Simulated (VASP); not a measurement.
```
GaP
1.0
    0.00000     2.71728     2.71728
    2.71728     0.00000     2.71728
    2.71728     2.71728     0.00000
Ga P
1 1
Direct
  0.00000   0.00000   0.00000
  0.25000   0.25000   0.25000
```

Calculation: MS2 meta-GGA, VASP's PBE PAW potentials (set 64) (plane waves; VASP). Settings: 520 eV cut-off, 9×9×9 Γ-centred mesh, tetrahedra with Blöchl corrections, potentials Ga_d P.

### Question
What does the run give for the energy per atom (σ→0), band gap (over mesh and band path) with the smallest direct gap where there is one?

### Answer

| Item | Value |
|---|---|
| band gap (over mesh and band path) | 1.87 eV |
| smallest direct gap (over mesh and band path) | 2.49 eV |
| energy per atom (σ→0) | -723.2 kJ/mol of atoms |

The absolute energy has meaning only against runs of the same code, potentials and settings.

The compound is GaP in the zinc blende structure. It was relaxed first.
